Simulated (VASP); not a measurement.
For cubic LiBr (rock salt), PBE GGA, VASP's PBE PAW potentials (set 64) in VASP gives ε∞ = 3.42, a static ε₀ = 17.10 and a transverse optical mode at 144 cm⁻¹.

Problem. Estimate the longitudinal optical frequency at Γ.

Solution. By the Lyddane-Sachs-Teller relation, ω_LO = ω_TO √(ε₀/ε∞) = 144 × √(17.10/3.42) = 322 cm⁻¹.

Measured: ε∞ 3.16 at 297 K (computed value off by +8.4 %), as given by H. H. Li, Journal of Physical and Chemical Reference Data (1976), doi:10.1063/1.555536 [long-wavelength limit of the electronic terms of a dispersion formula fitted to measured refractive indices over 0.21-20.0 um; lattice terms left out].

The compound is LiBr in the rock salt structure. It was relaxed first.
